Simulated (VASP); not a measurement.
Given:

```
GaP
1.0
    0.00000     2.65255     2.65255
    2.65255     0.00000     2.65255
    2.65255     2.65255     0.00000
Ga P
1 1
Direct
  0.00000   0.00000   0.00000
  0.25000   0.25000   0.25000
```

All values below come from LDA (Ceperley-Alder, Perdew-Zunger), VASP's LDA PAW potentials (set 64) (plane waves; VASP). Run with 500 eV cut-off, 9×9×9 Γ-centred mesh, Gaussian smearing of 0.050 eV, potentials Ga_d P.

Question: Predict the energy per atom (σ→0), pressure.

Answer: 
| Quantity | Value |
|---|---|
| energy per atom (σ→0) | -5.212 eV/atom |
| pressure | 4.95 GPa |

Only differences to runs with the same potentials and settings are physical.

The compound is GaP in the zinc blende structure. It was relaxed first under an external pressure of 5 GPa.
